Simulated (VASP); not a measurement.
Data:

```
CELL_PARAMETERS angstrom
      2.10281    -3.64218     0.00000
      2.10281     3.64218     0.00000
      0.00000     0.00000     7.70160
ATOMIC_POSITIONS crystal
  Mg 0.00000 0.00000 0.00000
  I  0.33333 0.66667 0.21726
  I  0.66667 0.33333 0.78274
```

Method: PW91 GGA, VASP's PBE PAW potentials (set 64) (plane waves; VASP). Settings: 520 eV cut-off, Gaussian smearing of 0.050 eV, potentials Mg I.

Without a dispersion term in the relaxation, distances and binding between the weakly bound layers, chains or molecules are unreliable, and so is what depends on them. Unless said otherwise, spin-orbit coupling is left out, though it shifts the bands of the heavy elements here.

### Question
Give the energies of bands 3 to 11 at the high-symmetry points, in eV from the valence-band maximum.

### Answer

| band | Γ | M | K | A | L | H |
|---|---|---|---|---|---|---|
| 3 | -3.01 | -3.34 | -3.03 | -2.71 | -3.37 | -2.99 |
| 4 | -0.29 | -2.67 | -2.26 | -0.88 | -2.78 | -2.37 |
| 5 | -0.29 | -1.40 | -2.26 | -0.27 | -1.15 | -2.37 |
| 6 | -0.25 | -1.15 | -1.77 | -0.27 | -1.11 | -1.85 |
| 7 | 0.00 | -0.65 | -0.80 | -0.02 | -0.63 | -0.58 |
| 8 | 0.00 | -0.39 | -0.80 | -0.02 | -0.45 | -0.58 |
| 9 | 3.74 | 3.67 | 4.25 | 4.40 | 3.62 | 4.62 |
| 10 | 4.90 | 5.45 | 7.08 | 4.90 | 5.44 | 6.09 |
| 11 | 6.70 | 5.79 | 7.08 | 6.64 | 5.77 | 6.09 |

The gap is indirect, 3.62 eV, from the valence maximum at Γ to the conduction minimum at L-M at 0.11.

The compound is MgI2 in the 1T layered structure. It was relaxed first, which changed the volume by +15 %.
